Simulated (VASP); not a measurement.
# Pressure and energy of hexagonal yttrium (P6_3/mmc) against volume, SCAN

The usual rule of thumb treats a metal as a linear spring: the pressure grows in proportion to the volume lost, and the energy as its square. We test it on yttrium with a pressure marker in mind, a grain of the metal in a piston-cylinder cell whose volume is read by diffraction and turned into a pressure.

We set three conditions for the working point. The pressure must not exceed 2.5 GPa. A reflection that stands at $2\theta = 30°$ in the unloaded metal must move by at least 0.2°. The pressure from the stress tensor must agree within 0.2 GPa with the slope of the energy. Among the points that pass, the largest shift wins. Volume changes are counted from the minimum of the fitted energy curve, and energies from the lowest point of the series.

## Systems and settings

A cell from a diffraction database, relaxed at this level and then scaled evenly, fractional positions kept. VASP 6.6.1, plane waves with PAW, SCAN, cutoff 400 eV, k mesh 7×7×4, no spin polarisation, no spin-orbit coupling, static lattice. A Birch-Murnaghan fit to the energies has its minimum at 33.24 Å³ per atom.

Notes on method and selection:

- The pressure is that of a finite plane-wave basis, so it need not vanish exactly at the minimum of the energy.
- Only series whose fit has its minimum inside the range and an error under 0.5 meV per atom are shown.
- Where rows or columns differ in functional or spin-orbit coupling, non-spherical gradient terms in the PAW spheres (LASPH) may be on in some and off in others.
- Runs that did not converge, have known faults or may not be shown are not listed, and runs on Ansatz's PAW sets soft_1 and soft_2 are kept to separate tables.

Columns:

- volume change (%): volume relative to the fitted equilibrium volume.
- pressure (GPa): pressure from the stress tensor (positive: compressed).
- energy (meV/atom): energy per atom above the lowest point of the series.

## Table of results

| member | volume change (%) | pressure (GPa) | energy (meV/atom) |
| --- | --- | --- | --- |
| 31.12 Å³ | −6.37 | 3.11 | 19.85 |
| 31.78 Å³ | −4.38 | 1.98 | 8.97 |
| 32.45 Å³ | −2.39 | 0.95 | 2.51 |
| 33.11 Å³ | −0.39 | 0.02 | 0.00 |
| 33.77 Å³ | 1.60 | −0.80 | 1.01 |
| 34.43 Å³ | 3.59 | −1.54 | 5.18 |
| 35.10 Å³ | 5.58 | −2.24 | 12.26 |

Least-squares fits to the whole series, with x = volume change (%); R² and errors in the fitted variable (y, or ln y where the fit is in ln y):

| y | members | fit | R² | rms residual | leave-one-out rms | the same for the mean of the others |
| --- | --- | --- | --- | --- | --- | --- |
| pressure (GPa) | 7 | y = −0.1440 − 0.4363 x + 0.01144 x² | 1.00 | 0.014 | 0.037 | 2.1 |
| energy (meV/atom) | 7 | y = −0.1904 − 0.2153 x + 0.4502 x² | 1.00 | 0.36 | 0.95 | 7.7 |

## Reading the trend

The pressure falls at every step, from 3.11 GPa in the smallest cell to −2.24 GPa in the largest, but the steps shrink. Between the two most compressed cells the slope is (3.11 − 1.98) / (6.37 − 4.38) = 0.57 GPa per percent of volume. Between the two most stretched it is (2.24 − 1.54) / (5.58 − 3.59) = 0.35 GPa per percent. The spring is therefore about 1.6 times as stiff at one end of the series as at the other.

The linear rule is still serviceable. With $P = -0.44\,x$, where $x$ is the volume change in percent and $P$ is in GPa, the typical miss over the seven rows is 0.16 GPa, against 2.1 GPa when each row is guessed from the mean of the others. The largest miss, 3.11 − 0.44 × 6.37 = 0.31 GPa, is at 31.12 Å³, where the rule gives too low a pressure.

The energy shows the same asymmetry. Divided by the square of the volume change, it is 19.85 / 6.37² = 0.49 meV per atom at the compressed end and 12.26 / 5.58² = 0.39 at the stretched end, both per squared percent of volume.

The usual explanation is general to metals, though our table holds only total energies and pressures and does not test it. Compression raises the kinetic energy of the electrons and the repulsion between closed inner shells, and both climb steeply as atoms approach. The attraction that holds the crystal together varies more gently, so the restoring force grows more slowly on stretching than on compression. To second order,

$$P = -B_0\,\frac{\Delta V}{V_0} + \frac{B_0(1+B_0')}{2}\left(\frac{\Delta V}{V_0}\right)^2 .$$

The fitted coefficients give $B_0$ = 0.4363 × 100 = 43.6 GPa and $B_0'$ = 2 × 0.01144 × 100 / 0.4363 − 1 = 4.2, a common size for a metal. Both values come from the stress, through a quadratic. The Birch-Murnaghan fit to the energies, from which we take the equilibrium volume, gives a slightly smaller $B_0$ and a slightly larger $B_0'$. The two values of $B_0$ already differ before the decimal point.

## Where the trend breaks

Largest departures from the fit to the whole series:

| member | pressure (GPa) | fit | computed − fit | in rms residuals |
| --- | --- | --- | --- | --- |
| 34.43 Å³ | −1.54 | −1.56 | +0.02 | 1.6 |
| 35.10 Å³ | −2.24 | −2.22 | −0.02 | 1.2 |
| 32.45 Å³ | 0.95 | 0.96 | −0.01 | 1.0 |
| 33.77 Å³ | −0.80 | −0.81 | +0.01 | 0.9 |

No pressure departs from the quadratic fit by more than 0.02 GPa, which is close to the printed rounding, and we attach no meaning to these differences.

The cell at 33.11 Å³ looks odd for another reason: its pressure is almost zero although it lies 0.39 % below the volume of lowest energy. The fit accordingly gives −0.14 GPa at zero volume change. A finite plane-wave basis can bias the stress towards contraction, which is the right sign, but we would expect that offset to be nearly the same at every volume. The gap between the stress and the slope of the energy is not. Taken from the two neighbours of a cell, with 1 meV/Å³ = 0.1602 GPa, the slope gives (19.85 − 2.51) / (32.45 − 31.12) × 0.1602 = 2.09 GPa at 31.78 Å³, and the stress lies 2.09 − 1.98 = 0.11 GPa lower. At 34.43 Å³ the slope gives (1.01 − 12.26) / (35.10 − 33.77) × 0.1602 = −1.36 GPa, and the stress lies 1.54 − 1.36 = 0.18 GPa lower. The basis may supply part of the gap, but it does not readily explain the growth, and a series at one cutoff cannot separate the causes. We use the energy minimum as the reference volume by choice. The series does not show whether it is nearer the converged value than the volume of zero stress.

The quadratic fit to the energy misses by 0.36 meV per atom, with residuals that follow the shape of a cubic term. The fault lies in the fitted form, which has no room for the asymmetry. The Birch-Murnaghan fit has room for it and follows the same energies far more closely. This shows that the energies are smooth, but it cannot reveal an error that varies smoothly along the series.

## Choosing a member

The pressure ceiling removes 31.12 Å³, at 3.11 GPa. The three cells above the equilibrium volume are under tension, which a piston cannot apply. Three candidates remain.

For an even contraction, the shortening of the cell edges and the shift of the reflection are

$$\varepsilon = 1 - (1 + x/100)^{1/3}, \qquad \Delta(2\theta) \approx 2\,\varepsilon\tan\theta \times 57°,$$

with $\tan 15°$ about 0.27 and about 57° to the radian.

- 31.78 Å³: $\varepsilon$ is about 1.5 %, shift 2 × 0.015 × 0.27 × 57 = 0.46°.
- 32.45 Å³: $\varepsilon$ = 0.80 %, shift 2 × 0.0080 × 0.27 × 57 = 0.25°.
- 33.11 Å³: $\varepsilon$ = 0.13 %, shift 0.04°, which fails.

For the third condition we again take $P = -\Delta E/\Delta V$ from the two neighbours of each cell, with 1 meV/Å³ = 0.1602 GPa. At 31.78 Å³ this gives (19.85 − 2.51) / (32.45 − 31.12) × 0.1602 = 2.09 GPa, against 1.98 GPa from the stress. At 32.45 Å³ it gives 8.97 / (33.11 − 31.78) × 0.1602 = 1.08 GPa, against 0.95 GPa. Both cells pass.

The pick is 31.78 Å³, for its larger shift, and the runner-up is 32.45 Å³.

SCAN may miss the stiffness of a metal by roughly 10 %. Applied to the higher of the two pressures, that gives 2.09 × 1.1 = 2.3 GPa, still under the ceiling. The pick would fall if the real metal were stiffer by 2.5 / 2.09 = 1.2 times, and the runner-up would then take its place.

The choice also depends on reading the contraction relative to the marker's own unloaded volume. If an absolute volume were compared with the calculated curve, an error of 1 % in the equilibrium volume would shift the pressure near the pick by (3.11 − 0.95) / (6.37 − 2.39) = 0.54 GPa, more than the margin of 2.5 − 2.09 = 0.41 GPa.

## Conclusions

Between −6.4 % and +5.6 % in volume, yttrium at this level is a spring that stiffens on compression. A straight line serves for rough work, and a quadratic follows the pressure from the stress tensor closely. That pressure lies between 0.1 and 0.2 GPa below the slope of the energy at the cells compared here. The gap is wider on the stretched side, and we have not established its cause. Smoothness was a condition for showing the series, so it says nothing about how often other metals behave as well.

No omitted effect that we know of rivals the span of the table, 3.11 + 2.24 = 5.35 GPa. The largest is probably lattice vibration, which at room temperature adds a few tenths of a GPa at fixed volume. Most of this cancels when the loaded and unloaded marker are measured at the same temperature.
